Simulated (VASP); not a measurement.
Input:

```yaml
crystal:
  lattice:
    - [5.30166, 0.00000, 0.00000]
    - [0.00000, 5.30166, 0.00000]
    - [0.00000, 0.00000, 5.30166]
  atoms:
    - { symbol: Nb, position: [0.25000, 0.00000, 0.50000] }
    - { symbol: Nb, position: [0.75000, 0.00000, 0.50000] }
    - { symbol: Nb, position: [0.50000, 0.75000, 0.00000] }
    - { symbol: Nb, position: [0.50000, 0.25000, 0.00000] }
    - { symbol: Nb, position: [0.00000, 0.50000, 0.75000] }
    - { symbol: Nb, position: [0.00000, 0.50000, 0.25000] }
    - { symbol: Sn, position: [0.00000, 0.00000, 0.00000] }
    - { symbol: Sn, position: [0.50000, 0.50000, 0.50000] }
```

Calculation: PBE GGA, VASP's PBE PAW potentials (set 64) (plane waves; VASP). Run with 300 eV cut-off, 4×4×4 Γ-centred mesh, first-order Methfessel-Paxton smearing of 0.10 eV, potentials Nb_sv Sn_d.

Question: Give the energies of bands 46 to 59 at the high-symmetry points, in eV from the Fermi level.

Answer: 
| band | Γ | X | M | R |
|---|---|---|---|---|
| 46 | -1.86 | -1.42 | -1.88 | -1.41 |
| 47 | -1.86 | -1.09 | -1.57 | -1.41 |
| 48 | -1.86 | -1.09 | -0.90 | -1.41 |
| 49 | -1.38 | -1.02 | 0.05 | -0.01 |
| 50 | -0.57 | -1.02 | 0.05 | -0.01 |
| 51 | -0.57 | -0.85 | 0.14 | -0.01 |
| 52 | -0.57 | -0.85 | 0.14 | -0.01 |
| 53 | -0.10 | -0.41 | 0.14 | 0.07 |
| 54 | -0.10 | -0.41 | 0.55 | 0.07 |
| 55 | 2.32 | 1.45 | 0.57 | 0.07 |
| 56 | 2.32 | 1.45 | 0.57 | 0.07 |
| 57 | 2.32 | 2.13 | 0.73 | 0.07 |
| 58 | 2.41 | 2.13 | 0.87 | 0.07 |
| 59 | 3.41 | 2.65 | 1.10 | 2.43 |

It has no gap at this level: it comes out as a metal or semimetal.

The structure comes from a computed database's Nb3Sn entry; how it stands against other phases isn't given here. The cell was not relaxed at this level. The run is one of a series of settings (NBANDS = 65 against the base run), some of them coarse on purpose.
